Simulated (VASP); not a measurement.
Output of a VASP run:

File OSZICAR:
```
...
DAV:   9    -0.459271441325E+02    0.15039E+00   -0.23108E-01   416   0.454E+00    0.524E-01
DAV:  10    -0.459810897531E+02   -0.53946E-01   -0.34117E-02   416   0.173E+00    0.328E-01
DAV:  11    -0.459934855745E+02   -0.12396E-01   -0.10707E-02   416   0.111E+00    0.631E-02
DAV:  12    -0.459942387093E+02   -0.75313E-03   -0.46082E-04   466   0.234E-01    0.651E-02
DAV:  13    -0.459946275064E+02   -0.38880E-03   -0.42174E-03   416   0.627E-01    0.530E-02
DAV:  14    -0.459936232616E+02    0.10042E-02   -0.86299E-04   451   0.258E-01    0.429E-02
DAV:  15    -0.459951137533E+02   -0.14905E-02   -0.38989E-04   416   0.174E-01    0.400E-02
DAV:  16    -0.459954704027E+02   -0.35665E-03   -0.40336E-05   456   0.630E-02    0.261E-02
DAV:  17    -0.459959975944E+02   -0.52719E-03   -0.31946E-04   416   0.166E-01    0.426E-03
DAV:  18    -0.459960146493E+02   -0.17055E-04   -0.25428E-05   471   0.447E-02    0.736E-03
DAV:  19    -0.459960145501E+02    0.99157E-07   -0.10898E-06   375   0.944E-03
   1 F= -.45996015E+02 E0= -.45996015E+02  d E =-.459960E+02
       N       E                     dE             d eps       ncg     rms          rms(c)
DAV:   1    -0.461541528550E+02   -0.15814E+00   -0.34959E+00   456   0.254E+01    0.339E+00
DAV:   2    -0.460108286124E+02    0.14332E+00   -0.37169E-01   421   0.997E+00    0.111E+00
DAV:   3    -0.460018184357E+02    0.90102E-02   -0.31435E-02   426   0.234E+00    0.977E-01
DAV:   4    -0.459870926572E+02    0.14726E-01   -0.24486E-02   416   0.155E+00    0.197E-01
DAV:   5    -0.460002963859E+02   -0.13204E-01   -0.86782E-03   416   0.105E+00    0.120E-01
DAV:   6    -0.459998347084E+02    0.46168E-03   -0.69805E-04   416   0.281E-01    0.100E-01
DAV:   7    -0.460002408447E+02   -0.40614E-03   -0.62547E-04   416   0.297E-01    0.162E-02
DAV:   8    -0.460002828728E+02   -0.42028E-04   -0.21038E-04   416   0.177E-01    0.179E-02
DAV:   9    -0.460003429246E+02   -0.60052E-04   -0.64501E-05   436   0.103E-01    0.505E-03
DAV:  10    -0.460003590789E+02   -0.16154E-04   -0.17656E-05   416   0.624E-02    0.470E-03
DAV:  11    -0.460003617833E+02   -0.27044E-05   -0.46624E-06   416   0.364E-02    0.216E-03
DAV:  12    -0.460003645603E+02   -0.27769E-05   -0.66342E-07   283   0.148E-02    0.133E-03
DAV:  13    -0.460003645335E+02    0.26738E-07   -0.16912E-07   208   0.431E-03
   2 F= -.46000365E+02 E0= -.46000365E+02  d E =-.434998E-02
       N       E                     dE             d eps       ncg     rms          rms(c)
DAV:   1    -0.460126469113E+02   -0.12282E-01   -0.25772E-01   456   0.676E+00    0.845E-01
DAV:   2    -0.460017269485E+02    0.10920E-01   -0.30226E-02   421   0.277E+00    0.275E-01
DAV:   3    -0.460010571830E+02    0.66977E-03   -0.22273E-03   426   0.609E-01    0.232E-01
DAV:   4    -0.460000189393E+02    0.10382E-02   -0.19098E-03   416   0.432E-01    0.496E-02
DAV:   5    -0.460010022331E+02   -0.98329E-03   -0.79731E-04   416   0.321E-01    0.331E-02
DAV:   6    -0.460008838331E+02    0.11840E-03   -0.21121E-04   416   0.159E-01    0.212E-02
DAV:   7    -0.460010328313E+02   -0.14900E-03   -0.11735E-04   416   0.127E-01    0.507E-03
DAV:   8    -0.460010304979E+02    0.23334E-05   -0.13148E-05   416   0.431E-02    0.372E-03
DAV:   9    -0.460010365107E+02   -0.60128E-05   -0.70812E-06   436   0.326E-02    0.754E-04
DAV:  10    -0.460010376944E+02   -0.11837E-05   -0.49526E-07   228   0.947E-03    0.682E-04
DAV:  11    -0.460010377262E+02   -0.31804E-07   -0.20172E-08   208   0.142E-03
   3 F= -.46001038E+02 E0= -.46001038E+02  d E =-.502318E-02
```

OUTCAR:
```
------------------------ aborting loop because EDIFF is reached ----------------------------------------
  FORCE on cell =-STRESS in cart. coord.  units (eV):
  Direction    XX          YY          ZZ          XY          YZ          ZX
  --------------------------------------------------------------------------------------
  Total        0.0024954      0.0024954      0.0024954      0.0000000      0.0000000     -0.0000000
  in kB        0.0574320      0.0574320      0.0574320      0.0000000      0.0000000     -0.0000000
  external PRESSURE =       0.0574320 kB  Pullay stress =       0.0000000 kB
  volume of cell :       69.61
      direct lattice vectors                 reciprocal lattice vectors
     0.000000000  3.265046471  3.265046471    -0.153137177  0.153137177  0.153137177
     3.265046471 -0.000000000  3.265046471     0.153137177 -0.153137177  0.153137177
     3.265046471  3.265046471 -0.000000000     0.153137177  0.153137177 -0.153137177
  FREE ENERGIE OF THE ION-ELECTRON SYSTEM (eV)
  ---------------------------------------------------
  free  energy   TOTEN  =       -46.0010377262 eV

  energy  without entropy=      -46.0010377262  energy(sigma->0) =      -46.00103773

 reached required accuracy - stopping structural energy minimisation
```
(Selected blocks of OUTCAR.)

**POSCAR**
```
CdTe
1
    0.0000000000     3.2400000000     3.2400000000
    3.2400000000     0.0000000000     3.2400000000
    3.2400000000     3.2400000000     0.0000000000
Cd Te
1 1
Direct
  0.0000000000   0.0000000000   0.0000000000
  0.2500000000   0.2500000000   0.2500000000
```

### Question
Reconstruct the remaining input files.

### Answer
This is not unique; one that fits is the input of the run itself, r2SCAN+rVV10, plane waves, VASP's PBE PAW potentials (set 64).

INCAR:
```
! general
SYSTEM   = CdTe
PREC     = Accurate
ENCUT    = 520   ! plane-wave cut-off (eV)
LREAL    = .FALSE.   ! projection in real space or not
LASPH    = .TRUE.   ! aspherical one-centre terms

! electronic loop
EDIFF    = 1E-6
NELM     = 100   ! most electronic steps
ALGO     = Normal   ! blocked Davidson
LMAXMIX  = 4   ! l cut-off of mixed one-centre charges
LMIXTAU  = .TRUE.

! smearing
ISMEAR   = 0   ! Gaussian
SIGMA    = 0.05   ! width (eV)

! functional
METAGGA  = R2SCAN
LUSE_VDW = .TRUE.
BPARAM   = 11.95
CPARAM   = 0.0093

! ions
IBRION   = 2   ! conjugate gradients
NSW      = 60
ISIF     = 3
EDIFFG   = -0.01   ! ionic stop

! output
LWAVE    = .FALSE.
LCHARG   = .FALSE.
```

KPOINTS:
```
Automatic
0
Gamma
  6 6 6
```

POTCAR, in this order: Cd Te (PBE.64 set). Program: vasp_std.

Energy and stress use the plane-wave basis of the starting cell.

The compound is CdTe in the zinc blende structure. This run relaxes it. Symmetry was kept, so distortions that lower it aren't found.
